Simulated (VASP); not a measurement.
The system is BAs.

```xyz
2
Lattice="0.0000 2.3885 2.3885 2.3885 0.0000 2.3885 2.3885 2.3885 0.0000" Properties=species:S:1:pos:R:3 pbc="T T T"
B     0.0000    0.0000    0.0000
As    1.1943    1.1943    1.1943
```

| Property | Result |
| --- | --- |
| Program | VASP 6.6.1 |
| Task | relaxation of cell and atoms |
| Functional | PBE |
| Potentials or basis | VASP PAW PBE potentials, release 64 (B, As) |
| Cutoff | 520 eV |
| k mesh | 12 × 12 × 12 |
| Occupations | gaussian, width 0.02 eV |
| Spin | no spin polarisation |

At the start: pressure 3.4 GPa; volume 13.63 Å³/atom.

Q: Where does the relaxation end?

A: Over 3 steps the energy falls by 3.6 meV/atom and the volume is 13.97 Å³/atom (+2.5 %); space group F-43m (No. 216, to 0.05 Å).

The path:
```tsv
step	energy change (eV)	largest force (eV/Å)	pressure (GPa)	volume (Å³)
1	0.0000	0.0000	3.43	27.25
2	-0.0037	0.0000	-2.19	28.42
3	-0.0071	0.0000	0.01	27.93
```

Final structure:
```xyz
2
Lattice="0.0000 2.4082 2.4082 2.4082 0.0000 2.4082 2.4082 2.4082 0.0000" Properties=species:S:1:pos:R:3 pbc="T T T"
B     0.0000    0.0000    0.0000
As    1.2041    1.2041    1.2041
```
